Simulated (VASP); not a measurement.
A run of VASP 6.6.1 is set up as follows.

The input POSCAR:

```
IrS
1.0
    3.4896986500      0.0000000000      0.0000000000
   -1.7448493200      3.0221676800      0.0000000000
    0.0000000000      0.0000000000      4.3456873700
Ir S
1 1
Direct
    0.0000000000      0.0000000000      0.5000000000
    0.6666666700      0.3333333300      0.0000000000
```

File INCAR.step1:

```
ALGO     = Normal         # electronic algorithm
EDIFF    = 1E-5           # SCF threshold, eV
ENCUT    = 520            # plane-wave cutoff, eV
GGA      = PE             # functional
ISIF     = 2              # what is computed and relaxed
ISMEAR   = -1             # smearing method
LASPH    = True           # aspherical terms in the spheres
LCHARG   = False          # write CHGCAR
LREAL    = False          # projectors in reciprocal space
LWAVE    = True           # write WAVECAR
NELM     = 60             # most SCF steps
PREC     = Accurate       # precision mode
SIGMA    = 0.05           # smearing width, eV
```

Contents of INCAR.step2:

```
AEXX     = 0.05           # exact-exchange fraction
ALGO     = Normal         # electronic algorithm
EDIFF    = 1E-6           # SCF threshold, eV
ENCUT    = 520            # plane-wave cutoff, eV
GGA      = PE             # functional
HFRCUT   = -1           
ISIF     = 2              # what is computed and relaxed
ISMEAR   = -1             # smearing method
ISTART   = 1            
LASPH    = True           # aspherical terms in the spheres
LCHARG   = False          # write CHGCAR
LHFCALC  = True           # exact exchange
LREAL    = False          # projectors in reciprocal space
LWAVE    = False          # write WAVECAR
NELM     = 60             # most SCF steps
PREC     = Accurate       # precision mode
PRECFOCK = Fast         
SIGMA    = 0.05           # smearing width, eV
```

File KPOINTS:

```
k-points
0
Gamma
  5 5 3
```

Potentials or basis: VASP PAW PBE potentials, release 64 (Ir, S).

Command:

```sh
$ cat potpaw_PBE.64/Ir/POTCAR potpaw_PBE.64/S/POTCAR > POTCAR
$ cp INCAR.step1 INCAR
$ mpirun -np 1 vasp_std > vasp.out
$ cp INCAR.step2 INCAR
$ mpirun -np 1 vasp_std > vasp.out
```

Question: Estimate the band gap on the k mesh.

Answer: None (metal or under the smearing width).

Question: What does it give for the pressure?

Answer: -28.6 GPa.

Stress tensor (GPa, compression positive):
```
-24.36   0.00   0.00
  0.00 -24.36   0.00
  0.00   0.00 -37.15
```

Caveat: the k mesh is coarse (spacing up to 0.48 Å⁻¹), so the values aren't converged, least of all with exact exchange; a pressure of tens of GPa on the cell as given is suspect, and the run, the potentials or the cell itself is likely at fault; the PAW data sets were made with another functional, which shifts forces and pressure a little. Spin-orbit coupling is left out, which matters for the levels of Ir.
